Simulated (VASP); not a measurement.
All values below come from PBE GGA, VASP's PBE PAW potentials (set 64) (plane waves; VASP 6.6.1).

A VASP calculation is set up with these files.

**INCAR**
```
SYSTEM = SiO2
PREC = Accurate
ENCUT = 620
EDIFF = 1E-6
NELM = 100
ALGO = Normal
LREAL = .FALSE.
LASPH = .TRUE.
ISMEAR = 0
SIGMA = 0.05
GGA = PE
LWAVE = .FALSE.
LCHARG = .FALSE.
IBRION = 2
ISIF = 3
NSW = 40
EDIFFG = -0.02
PSTRESS = 200
```

**KPOINTS**
```
Automatic mesh
0
Gamma
6 6 8
0 0 0
```

File POSCAR:
```
SiO2
1
    4.1245168308     0.0000000000     0.0000000000
    0.0000000000     4.1245168308     0.0000000000
    0.0000000000     0.0000000000     2.6582934157
Si O
2 4
Direct
  1.0000000000   0.0000000000   0.0000000000
  0.5000000000   0.5000000000   0.5000000000
  0.3043197370   0.3043197370   0.0000000000
  0.8043197370   0.1956802630   0.5000000000
  0.1956802630   0.8043197370   0.5000000000
  0.6956802630   0.6956802630   0.0000000000
```

POTCAR, in this order: Si O (PBE.64 set). Program: vasp_std.

Q: What will the output report for the number of irreducible k-points (NKPTS), largest plane-wave count, number of space-group operations, FFT grid (NGX, NGY, NGZ)?

A: 
- number of irreducible k-points (NKPTS) = 50
- largest plane-wave count = 1612
- number of space-group operations = 16
- FFT grid (NGX, NGY, NGZ) = 36 × 36 × 24

The compound is SiO2 in the rutile structure, stishovite, a high-pressure form. It was relaxed first under an external pressure of 20 GPa.
